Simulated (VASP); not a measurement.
Input:

```yaml
crystal:
  lattice:
    - [4.67353, -2.48156, -0.00397]
    - [4.67353, 2.48156, -0.00397]
    - [3.35935, 0.00000, 4.08838]
  atoms:
    - { symbol: Ga, position: [0.85567, 0.85567, 0.85567] }
    - { symbol: Ga, position: [0.35567, 0.35567, 0.35567] }
    - { symbol: Ga, position: [0.14433, 0.14433, 0.14433] }
    - { symbol: Ga, position: [0.64433, 0.64433, 0.64433] }
    - { symbol: O, position: [0.44743, 0.05257, 0.75000] }
    - { symbol: O, position: [0.05257, 0.75000, 0.44743] }
    - { symbol: O, position: [0.55257, 0.94743, 0.25000] }
    - { symbol: O, position: [0.25000, 0.55257, 0.94743] }
    - { symbol: O, position: [0.94743, 0.25000, 0.55257] }
    - { symbol: O, position: [0.75000, 0.44743, 0.05257] }
```

Computed with LDA (Ceperley-Alder, Perdew-Zunger), VASP's LDA PAW potentials (set 64) (plane waves; VASP). Numerical set-up: 520 eV cut-off, 6×6×6 Γ-centred mesh, tetrahedra with Blöchl corrections, potentials Ga_d O.

The cores are frozen, which limits the accuracy of field gradients.

Task: Give the principal components of the electric field gradient (V/Å²) and the asymmetry η at each nucleus.

Result: 
```csv
atom,Vxx,Vyy,Vzz,η
Ga1,-12.7,-12.6,25.3,0.00
Ga2,-12.7,-12.6,25.3,0.00
Ga3,-12.7,-12.6,25.3,0.00
Ga4,-12.7,-12.6,25.3,0.00
O5,40.0,9.7,-49.7,0.61
O6,40.0,9.7,-49.7,0.61
O7,40.0,9.7,-49.7,0.61
O8,40.0,9.7,-49.7,0.61
O9,40.0,9.7,-49.7,0.61
O10,40.0,9.7,-49.7,0.61
```

The compound is Ga2O3 in the corundum structure, the metastable α form; monoclinic β is stable. It was relaxed first.
